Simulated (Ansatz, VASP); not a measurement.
# BiSb in two plane-wave programs, part 2 of 2

Aim: how closely do two programs agree when they are given the same cell, functional and k mesh? The cell is generated by rule, not measured, and may not be a known phase. The cell is taken from a series of runs on this material, whose earlier steps may have relaxed, scaled, displaced or heated it; both programs get it as it stands.

VASP 6.6.1 and Ansatz 0.2.0.

So far: The starting structure; Ansatz: relaxation of cell and atoms, PBEsol, pair 1; VASP: relaxation of cell and atoms, PBEsol, pair 1; Side by side.

### Step 5. Ansatz: relaxation of cell and atoms, PBEsol, pair 2

Level of this step: Ansatz beside VASP: Kohn-Sham DFT, plane waves, PBEsol (Ansatz).

The relaxed volume is the usual yardstick between codes: in a stiff, nearly cubic crystal its relative difference is about their pressure difference at one cell divided by the bulk modulus.

The cell is taken from a series of runs on this material, whose earlier steps may have relaxed, scaled, displaced or heated it; both programs get it as it stands.

Contents of input.yaml:

```yaml
crystal:
  lattice:
    - [4.49946, 0.0, 0.0]
    - [-2.24973, 3.89665, 0.0]
    - [0.0, 0.0, 7.19914]
  atoms:
    - { symbol: Bi, position: [0.0, 0.0, 0.0] }
    - { symbol: Bi, position: [0.0, 0.0, 0.5] }
    - { symbol: Sb, position: [0.333333, 0.666667, 0.25] }
    - { symbol: Sb, position: [0.666667, 0.333333, 0.75] }
kpoints:
  mp_grid: { grid: [9, 9, 6] }
hamiltonian:
  xc: pbesol
scf:
  occupations: { method: gaussian, width: 0.1 }
output:
  forces: true
  stress: true
  eigenvalues: true
  write_density: true
  write_potential: true
  elf: true
  volumetric_format: npy
relax:
  adjacent_minimum: "off"
  f_tol: 0.005
  max_steps: 80
  cell: { stress_tol: 0.05 }
```

The run is started by

```console
$ ansatz run input.yaml --threads 4 --pin off --max-ram 7168MiB --backend cpu --events-out ev --progress --plain --runs-dir out
```

Numbers of over 12 decimals in the logs are rounded to 6 here.

The log of the run:

```text
[...]
--- Relaxed structure (5 steps of the walk, 5 accepted, 1 SCFs on fresh bases) ---
[...]
cell:  # Å, volume = 126.5681 Å³
    - [4.348403, 0, -3.334792218974817e-18]
    - [-2.174201, 3.765827, 1.6673961094874082e-18]
    - [-5.335668230515537e-18, 0, 7.729191]
  atoms:
    - { symbol: Bi, position: [0, 0, 0] }
    - { symbol: Bi, position: [0, 0, 0.500000] }
    - { symbol: Sb, position: [0.333333, 0.666667, 0.250000] }
    - { symbol: Sb, position: [0.666667, 0.333333, 0.750000] }
[key lines of the parts left out:]
SCF converged after 6 iterations
Free energy (F): -37299.871542 eV
Fermi energy:    10.156980 eV
P = ⅓ Tr σ = 0.0051 GPa (0.051 kbar)
```

### Step 6. VASP: relaxation of cell and atoms, PBEsol, pair 2

The same cell, functional, mesh and smearing now go to VASP, with its own data sets.

Contents of INCAR:

```
SYSTEM = BiSb
PREC = Accurate
ENCUT = 500
EDIFF = 1E-07
NELM = 120
ISMEAR = 0
SIGMA = 0.1
LREAL = .FALSE.
ALGO = Normal
GGA = PS
NBANDS = 26
LORBIT = 11
LWAVE = .FALSE.
LCHARG = .FALSE.
ISIF = 3
IBRION = 2
NSW = 80
EDIFFG = -0.005
LASPH = .TRUE.
GGA_COMPAT = .FALSE.
NELMIN = 4
KPAR = 2
```

Contents of POSCAR:

```
BiSb
1.0
    4.4994620000      0.0000000000      0.0000000000
   -2.2497310000      3.8966480000      0.0000000000
    0.0000000000      0.0000000000      7.1991400000
Bi Sb
2 2
Direct
    0.0000000000      0.0000000000      0.0000000000
    0.0000000000      0.0000000000      0.5000000000
    0.3333334189      0.6666668378      0.2500000000
    0.6666667094      0.3333334189      0.7500000000
```

Contents of KPOINTS:

```
Automatic mesh
0
Gamma
9 9 6
0 0 0
```

The projector-augmented-wave data sets are Bi_d and Sb (PBE family, release 64).

The run is started by

```console
$ mpirun -np 2 vasp_std
```

The log of the run:

```text
[banner, memory and clock lines left out]
running    2 mpi-ranks, on    1 nodes
[...]
[... a notice as in an earlier step ...]

 LDA part: xc-table for (Slater+PW92), standard interpolation
 POSCAR, INCAR and KPOINTS ok, starting setup
[...]
entering main loop
       N       E                     dE             d eps       ncg     rms          rms(c)
DAV:   1     0.373627586166E+03    0.37363E+03   -0.18345E+04  2496   0.151E+03
DAV:   2     0.160594226897E+02   -0.35757E+03   -0.35249E+03  2736   0.403E+02
DAV:   3    -0.162592395216E+02   -0.32319E+02   -0.31769E+02  3106   0.139E+02
DAV:   4    -0.173854875755E+02   -0.11262E+01   -0.11223E+01  2892   0.287E+01
[...]
DAV:  11    -0.173375314190E+02    0.26761E-05   -0.15602E-05  2916   0.267E-02    0.200E-03
DAV:  12    -0.173375308594E+02    0.55961E-06   -0.10884E-06  2486   0.825E-03    0.138E-03
DAV:  13    -0.173375307757E+02    0.83700E-07   -0.98675E-08  1430   0.258E-03
   1 F= -.17337531E+02 E0= -.17336034E+02  d E =-.173375E+02
[... from here on, the cycles between the ionic steps are left out ...]
   2 F= -.17387123E+02 E0= -.17384926E+02  d E =-.495927E-01
   3 F= -.17388476E+02 E0= -.17386044E+02  d E =-.509456E-01
   4 F= -.17422501E+02 E0= -.17417501E+02  d E =-.340247E-01
   5 F= -.17429830E+02 E0= -.17424210E+02  d E =-.413535E-01
   6 F= -.17429848E+02 E0= -.17424277E+02  d E =-.413717E-01
   7 F= -.17429958E+02 E0= -.17424489E+02  d E =-.110212E-03
   8 F= -.17430007E+02 E0= -.17424498E+02  d E =-.158845E-03
[...]
reached required accuracy - stopping structural energy minimisation
```

From OUTCAR (step 6):

```text
  Total       -0.0106812     -0.0106812     -0.0070627      0.0000000      0.0000000      0.0000000
  in kB       -0.1352488     -0.1352488     -0.0894309      0.0000000      0.0000000      0.0000000
  external PRESSURE =      -0.1199762 kB  Pullay stress =       0.0000000 kB

 POSITION                                       TOTAL-FORCE (eV/Angst)
 -----------------------------------------------------------------------------------
      4.34573      0.00000     -0.00000         0.000000     -0.000000     -0.000000
      4.34573      0.00000      3.86821         0.000000     -0.000000      0.000000
     -0.00000      2.50901      1.93411         0.000000      0.000000      0.000000
      2.17287      1.25450      5.80232        -0.000000     -0.000000     -0.000000
 -----------------------------------------------------------------------------------
    total drift:                                0.000000     -0.000117      0.000000

  FREE ENERGIE OF THE ION-ELECTRON SYSTEM (eV)
  ---------------------------------------------------
  free  energy   TOTEN  =       -17.4300069213 eV

  energy  without entropy=      -17.4189884726  energy(sigma->0) =      -17.42449770

[... 1 part as in an earlier step ...]

[... 3 further parts left out ...]
[key lines of the parts left out:]
E-fermi :   6.9431
```

### Step 7. Side by side

What differs besides the data sets and the points named for the pairs above, as far as they apply: the data sets hold 60 valence electrons in Ansatz (on its default PAW (the set named soft_2) files) and 40 in VASP. Total energies have different zeros and are not compared.

Both answers:

```tsv
quantity	Ansatz	VASP	difference
volume (Å³)	126.57	126.53	+0.03 %
edge a after relaxation, in the typed setting (Å)	4.348	4.346	+0.06 %
edge c after relaxation, in the typed setting (Å)	7.729	7.736	-0.09 %
```

### Step 8. Ansatz: relaxation of cell and atoms, PBEsol, pair 3

The relaxed volume is the usual yardstick between codes: in a stiff, nearly cubic crystal its relative difference is about their pressure difference at one cell divided by the bulk modulus. Its start cell is another than that of the pair before, and may be another structure of the material.

The cell is taken from a series of runs on this material, whose earlier steps may have relaxed, scaled, displaced or heated it; both programs get it as it stands.

Contents of input.yaml:

```yaml
crystal:
  lattice:
    - [4.3082184597, 0.0, 0.0]
    - [-2.1541092298, 3.7310266311, 0.0]
    - [0.0, 0.0, 8.2748397116]
  atoms:
    - { symbol: Bi, position: [0.0, 0.0, 0.9795483533] }
    - { symbol: Bi, position: [0.0, 0.0, 0.4795483533] }
    - { symbol: Sb, position: [0.3333333333, 0.6666666667, 0.278018272] }
    - { symbol: Sb, position: [0.6666666667, 0.3333333333, 0.778018272] }
kpoints:
  mp_grid: { grid: [12, 12, 6] }
hamiltonian:
  xc: pbesol
scf:
  occupations: { method: methfessel_paxton, width: 0.15 }
output:
  forces: true
  stress: true
  eigenvalues: true
relax:
  adjacent_minimum: "off"
  f_tol: 0.001
  max_steps: 60
  cell: { stress_tol: 0.01 }
```

The run is started by

```console
$ ansatz run input.yaml --threads 4 --pin off --max-ram 7168MiB --backend cpu --events-out ev --progress --plain --runs-dir out
```

The log of the run:

```text
[...]
Crystal: 4 atoms, lattice volume = 133.010 Å³
Basis set: ecut = 420 eV, 2613 PW (Γ), exchange–correlation on 60×60×120 points (8 copies of the dense FFT grid, shifted against one another)
Bands: 36, of which v1, the nominal top of the filled ones, is band 30 counted from 1 (29 counted from 0)
Symmetry: 12 space group operations
[...]
cell:  # Å, volume = 133.4702 Å³
    - [4.307888, -2.8865166837060087e-11, 2.817336644977127e-19]
    - [-2.153944, 3.730741, -1.4086683224722357e-19]
    - [5.41128760508408e-19, 0, 8.304718]
  atoms:
    - { symbol: Bi, position: [0, 0, 0.978839] }
    - { symbol: Bi, position: [0, 0, 0.478839] }
    - { symbol: Sb, position: [0.333333, 0.666667, 0.278728] }
    - { symbol: Sb, position: [0.666667, 0.333333, 0.778728] }
[key lines of the parts left out:]
SCF converged after 6 iterations
Free energy (F): -37299.985198 eV
Fermi energy:    9.601073 eV
P = ⅓ Tr σ = 0.0004 GPa (0.004 kbar)
```

### Step 9. VASP: relaxation of cell and atoms, PBEsol, pair 3

The same cell, functional, mesh and smearing now go to VASP, with its own data sets.

Edit INCAR of step 6 so:

```diff
@@ -5,4 +5,4 @@
 NELM = 120
-ISMEAR = 0
-SIGMA = 0.1
+ISMEAR = 1
+SIGMA = 0.15
 LREAL = .FALSE.
```

Contents of POSCAR:

```
BiSb
1.0
    4.3082180000      0.0000000000      0.0000000000
   -2.1541090000      3.7310270000      0.0000000000
    0.0000000000      0.0000000000      8.2748400000
Bi Sb
2 2
Direct
    0.0000000000      0.0000000000      0.9795483659
    0.0000000000      0.0000000000      0.4795483659
    0.3333332887      0.6666665773      0.2780183061
    0.6666667113      0.3333334227      0.7780181852
```

Contents of KPOINTS:

```
Automatic mesh
0
Gamma
12 12 6
0 0 0
```

The run is started by

```console
$ mpirun -np 2 vasp_std
```

The log of the run:

```text
[... set-up lines as in an earlier step ...]
 entering main loop
       N       E                     dE             d eps       ncg     rms          rms(c)
DAV:   1     0.368043949617E+03    0.36804E+03   -0.18211E+04  3952   0.151E+03
DAV:   2     0.158278704614E+02   -0.35222E+03   -0.34756E+03  4300   0.397E+02
DAV:   3    -0.164973747374E+02   -0.32325E+02   -0.31877E+02  4996   0.139E+02
DAV:   4    -0.175816170787E+02   -0.10842E+01   -0.10804E+01  4458   0.283E+01
[...]
DAV:  11    -0.175366964422E+02    0.89190E-06   -0.11666E-05  4606   0.186E-02    0.456E-03
DAV:  12    -0.175366957898E+02    0.65234E-06   -0.13601E-06  3616   0.797E-03    0.134E-03
DAV:  13    -0.175366958544E+02   -0.64530E-07   -0.95112E-08  2260   0.203E-03
   1 F= -.17536696E+02 E0= -.17537365E+02  d E =-.175367E+02
[...]
N       E                     dE             d eps       ncg     rms          rms(c)
DAV:   1    -0.175370257301E+02   -0.32994E-03   -0.93687E-03  4870   0.119E+00    0.925E-02
[...]
DAV:   7    -0.175367024421E+02   -0.10095E-06   -0.40892E-08  1976   0.218E-03    0.187E-04
DAV:   8    -0.175367024828E+02   -0.40709E-07   -0.78723E-09  1976   0.103E-03
   2 F= -.17536702E+02 E0= -.17537376E+02  d E =-.662849E-05
 trial-energy change:   -0.000007  1 .order   -0.000007   -0.000024    0.000010
 step:   0.6914(harm=  0.7132)  dis= 0.00004  next Energy=   -17.536704 (dE=-0.814E-05)
[...]
N       E                     dE             d eps       ncg     rms          rms(c)
DAV:   1    -0.175367345722E+02   -0.32130E-04   -0.89346E-04  4858   0.368E-01    0.286E-02
DAV:   2    -0.175367082512E+02    0.26321E-04   -0.52203E-05  4740   0.928E-02    0.121E-02
DAV:   3    -0.175367033347E+02    0.49165E-05   -0.22924E-05  4934   0.558E-02    0.161E-03
DAV:   4    -0.175367036986E+02   -0.36391E-06   -0.76141E-07  4322   0.653E-03    0.985E-04
DAV:   5    -0.175367040171E+02   -0.31852E-06   -0.65909E-08  1976   0.239E-03    0.382E-04
DAV:   6    -0.175367041813E+02   -0.16424E-06   -0.33386E-08  1976   0.182E-03    0.154E-04
DAV:   7    -0.175367041604E+02    0.20917E-07   -0.85033E-09  1976   0.104E-03
   3 F= -.17536704E+02 E0= -.17537376E+02  d E =-.830607E-05
[...]
reached required accuracy - stopping structural energy minimisation
```

OUTCAR, selected parts (step 9):

```text
  Total       -0.0012909     -0.0012909      0.0021513      0.0000000      0.0000000      0.0000000
  in kB       -0.0155400     -0.0155400      0.0258965      0.0000000      0.0000000      0.0000000
  external PRESSURE =      -0.0017278 kB  Pullay stress =       0.0000000 kB

 POSITION                                       TOTAL-FORCE (eV/Angst)
 -----------------------------------------------------------------------------------
     -0.00000      0.00000      8.10758         0.000000      0.000000     -0.004851
      0.00000      0.00000      3.96913        -0.000000      0.000000     -0.004851
      0.00000      2.48784      2.30117         0.000000      0.000000      0.004851
      2.15453      1.24392      6.43961        -0.000000     -0.000000      0.004851
 -----------------------------------------------------------------------------------
    total drift:                                0.000000      0.000000     -0.001205

  FREE ENERGIE OF THE ION-ELECTRON SYSTEM (eV)
  ---------------------------------------------------
  free  energy   TOTEN  =       -17.5367041604 eV

  energy  without entropy=      -17.5387197979  energy(sigma->0) =      -17.53737604

[... 1 part as in an earlier step ...]

[... 3 further parts left out ...]
[key lines of the parts left out:]
E-fermi :   6.5766
```

### Step 10. Side by side

What differs besides the data sets and the points named for the pairs above, as far as they apply: the data sets hold 60 valence electrons in Ansatz (on its default PAW (the set named soft_2) files) and 40 in VASP. Total energies have different zeros and are not compared.

Both answers:

```tsv
quantity	Ansatz	VASP	difference
volume (Å³)	133.47	133.10	+0.28 %
edge a after relaxation, in the typed setting (Å)	4.308	4.309	-0.03 %
edge c after relaxation, in the typed setting (Å)	8.305	8.277	+0.34 %
```

### Step 11. What came out

* difference in edge c after relaxation, in the typed setting (relaxation of cell and atoms, PBEsol, pair 1): -0.050 %
* difference in edge c after relaxation, in the typed setting (relaxation of cell and atoms, PBEsol, pair 2): -0.093 %
* difference in edge c after relaxation, in the typed setting (relaxation of cell and atoms, PBEsol, pair 3): 0.34 %

The difference in edge c after relaxation, in the typed setting is 0.34 % (relaxation of cell and atoms, PBEsol, pair 3), within the 1.2 % picked in this series as the mark of a large difference, as far as the stopping tolerances let one tell. The data sets hold unlike numbers of valence electrons (60 in Ansatz and 40 in VASP), so part of the differences comes from the potentials. 1 further run of this series is not shown here. How closely two codes agree says nothing of how well the functional describes the real material.

[Lines on the potential files, build, host, timing and source positions are cut from VASP's logs without a mark.]

[Logs are printed without paths, hosts, clocks, repeated set-up lines and the standing remarks that a program may print on its own settings, such as how far it seeks lower states.]

[Hosts, paths, dates, database ids (printed as entryN), source tags and the programs' standing remarks are cut or masked in the printed files.]
